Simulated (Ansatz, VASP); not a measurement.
# One calculation of KCaSe3, two programs

File INCAR:

```
SYSTEM = KCaSe3
PREC = Accurate
ENCUT = 520
EDIFF = 1E-7
ISMEAR = 0
SIGMA = 0.1
LREAL = .False.
LASPH = .True.
NELM = 100
ALGO = Normal
ISIF = 2
LWAVE = .False.
LCHARG = .True.
GGA = PE
LELF = .True.
LVHAR = .True.
NBANDS = 26
```

File KPOINTS:

```
Automatic mesh
0
Gamma
  4 4 4
  0 0 0
```

The input POSCAR:

```
KCaSe3
1.0
    5.7871915200      0.0000000000      0.0000000000
    0.0000000000      5.7871915200      0.0000000000
    0.0000000000      0.0000000000      5.7871915200
K Ca Se
1 1 3
Direct
    0.5000000000      0.5000000000      0.5000000000
    0.0000000000      0.0000000000      0.0000000000
    0.5000000000      0.0000000000      0.0000000000
    0.0000000000      0.5000000000      0.0000000000
    0.0000000000      0.0000000000      0.5000000000
```

Input for Ansatz:

```yaml
crystal:
  lattice:
    - [5.78719152, 0.0, 0.0]
    - [0.0, 5.78719152, 0.0]
    - [0.0, 0.0, 5.78719152]
  atoms:
    - { symbol: K, position: [0.5, 0.5, 0.5] }
    - { symbol: Ca, position: [0.0, 0.0, 0.0] }
    - { symbol: Se, position: [0.5, 0.0, 0.0] }
    - { symbol: Se, position: [0.0, 0.5, 0.0] }
    - { symbol: Se, position: [0.0, 0.0, 0.5] }
basis:
  ecutwfc: 420
kpoints:
  mp_grid: { grid: [4, 4, 4] }
hamiltonian:
  xc: pbe
scf:
  occupations: { method: gaussian, width: 0.1 }
  lower_state_search: "off"
output:
  forces: true
  stress: true
  eigenvalues: true
```

Alike in both runs: task single point; functional PBE; k mesh 4 × 4 × 4; occupations gaussian, width 0.1 eV; no spin polarisation.

```csv
,VASP,Ansatz
version,VASP 6.6.1,Ansatz 0.2.0
potentials or method,"VASP PAW PBE potentials, release 64 (K_sv, Ca_sv, Se)","scalar-relativistic, plane waves, PAW"
plane-wave cutoff (eV),520,420
valence electrons in the cell,37,67
```

```tsv
	VASP	Ansatz	Ansatz less VASP
gap on the k mesh at the Fermi level (eV)	none	none	-
pressure (GPa)	-1.9	-1.9	-0.04
```

A gap of «none» marks a metal or a gap that the smearing closes. The two sets of potentials don't hold the same shells in valence.
